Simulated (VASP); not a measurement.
```xyz
12
Lattice="6.5012 0.0000 0.0000 0.0000 6.5012 0.0000 0.0000 0.0000 6.5012" Properties=species:S:1:pos:R:3 pbc="T T T"
Sb     4.0632     5.6885     0.8126
Sb     0.8126     4.0632     5.6885
Sb     4.0632     4.0632     4.0632
Sb     2.4379     2.4379     2.4379
Sb     5.6885     0.8126     4.0632
Sb     5.6885     2.4379     0.8126
Sb     0.8126     5.6885     2.4379
Sb     2.4379     0.8126     5.6885
Pt     0.0000     3.2506     3.2506
Pt     3.2506     0.0000     3.2506
Pt     0.0000     0.0000     0.0000
Pt     3.2506     3.2506     0.0000
```

The numbers are results of PBE GGA, VASP's PBE PAW potentials (set 64) (plane waves; VASP), not measurements. Run with 300 eV cut-off, 3×3×3 Γ-centred mesh, Fermi-Dirac smearing of 0.010 eV, potentials Sb Pt.

At this cut-off the stress carries a Pulay error, which pulls relaxed volumes low. Energy and stress use the plane-wave basis of the starting cell.

The ions, cell shape and volume are relaxed. Predict the relaxed structure.

```xyz
12
Lattice="6.5443 0.0000 0.0000 0.0000 6.5443 0.0000 0.0000 0.0000 6.5443" Properties=species:S:1:pos:R:3 pbc="T T T"
Sb     4.0905     5.7259     0.8184
Sb     0.8184     4.0905     5.7259
Sb     4.0905     4.0905     4.0905
Sb     2.4537     2.4537     2.4537
Sb     5.7259     0.8184     4.0905
Sb     5.7259     2.4537     0.8184
Sb     0.8184     5.7259     2.4537
Sb     2.4537     0.8184     5.7259
Pt     0.0000     3.2721     3.2721
Pt     3.2721     0.0000     3.2721
Pt     0.0000     0.0000     6.5443
Pt     3.2721     3.2721     6.5443
```
Space group Pa-3 (205), at a tolerance of 0.03 Å.

How do energy and volume change from the first to the last step?

The energy (σ→0) changes by -3.1 meV/atom and the volume by +2.0 %, in 3 ionic steps.

The structure is a typed PtSb2 crystal. This run relaxes it. Symmetry was kept, so distortions that lower it aren't found. The k-mesh is coarse (spacing up to 0.32 per Å, 2π included), so the numbers may not be converged in it. The run is one of a series of settings (EDIFFG = -0.01, IBRION = 2, ISIF = 3, NSW = 50 against the base run), some of them coarse on purpose.
